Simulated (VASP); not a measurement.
```xyz
2
Lattice="0.0000 2.4497 2.4497 2.4497 0.0000 2.4497 2.4497 2.4497 0.0000" Properties=species:S:1:pos:R:3 pbc="T T T"
Mo     0.0000     0.0000     0.0000
P      2.4497     2.4497     2.4497
```

Calculation: PBEsol GGA, VASP's PBE PAW potentials (set 64) (plane waves; VASP 6.6.1). Numerical set-up: 400 eV cut-off, 14×14×14 Γ-centred mesh, tetrahedra with Blöchl corrections, potentials Mo_sv P.

Problem. What does the run give for the energy per atom (σ→0), band gap (on the k-mesh) with the smallest direct gap where there is one?

Solution. 
band gap (on the k-mesh): none (metal, semimetal or under 0.01 eV)
energy per atom (σ→0): -8.823 eV/atom

The structure was generated: MoP was put into the rock salt type (Fm-3m), which need not be its known phase. It was relaxed first, which changed the volume by -34 %. The electron count is odd and the run is not spin-polarised, which forces a metal. VASP warned that the highest band is occupied, so more bands are needed.
